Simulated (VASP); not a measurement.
Input for VASP

### KPOINTS
```
Automatic mesh
0
Gamma
7 7 7
0 0 0
```

INCAR:
```
! general
SYSTEM   =  GaSb
PREC     =  Accurate
ENCUT    =  400
LREAL    =  .FALSE.
LASPH    =  .TRUE.

! electronic loop
EDIFF    =  1E-6
NELM     =  100   ! most electronic steps
ALGO     =  Normal   ! blocked Davidson
LMAXMIX  =  4   ! l cut-off of mixed one-centre charges

! smearing
ISMEAR   =  0   ! Gaussian
SIGMA    =  0.05   ! width (eV)

! functional
GGA      =  PE

! ions
ISIF     =  2   ! forces and stress, cell fixed

! output
LWAVE    =  .FALSE.
LCHARG   =  .FALSE.
```

File POSCAR:
```
GaSb
6.2257480
  0.0000000000   0.4981335576   0.4948388531
  0.5000000000   0.0000000000   0.4948388531
  0.5000000000   0.4981335576   0.0000000000
Ga Sb
1 1
direct
  0.0000000000   0.0000000000   0.0000000000
  0.2425810000   0.2574190000   0.2574190000
```

POTCAR, in this order: Ga_d Sb (PBE.64 set). Program: vasp_std.

Question: Translate this PBE calculation to Quantum ESPRESSO's pw.x.

Answer: One equivalent input (not run):
```
&CONTROL
  calculation = 'scf'
  pseudo_dir = './pseudo'
  outdir = './out'
  tprnfor = .true.
  tstress = .true.
/
&SYSTEM
  ibrav = 0
  nat = 2
  ntyp = 2
  ecutwfc = 80
  occupations = 'smearing'
  smearing = 'gaussian'
  degauss = 0.003675
  input_dft = 'pbe'
/
&ELECTRONS
  conv_thr = 7.3e-08
  electron_maxstep = 100
/
ATOMIC_SPECIES
  Ga 69.723 Ga.upf
  Sb 121.760 Sb.upf
CELL_PARAMETERS angstrom
     0.0000000    3.1012540    3.0807420
     3.1128740    0.0000000    3.0807420
     3.1128740    3.1012540    0.0000000
ATOMIC_POSITIONS crystal
  Ga   0.0000000  0.0000000  0.0000000
  Sb   0.2425810  0.2574190  0.2574190
K_POINTS automatic
  7 7 7 0 0 0
```
What does not carry over: the potentials are each code's own (VASP's PAW set, PseudoDojo norm-conserving files in pw.x), so ENCUT and ecutwfc are chosen apart and not converted; conv_thr bounds pw.x's estimated SCF error, while EDIFF bounds the energy change between steps.

The compound is GaSb in the zinc blende structure. The cell was not relaxed at this level, atoms are displaced from their ideal sites.
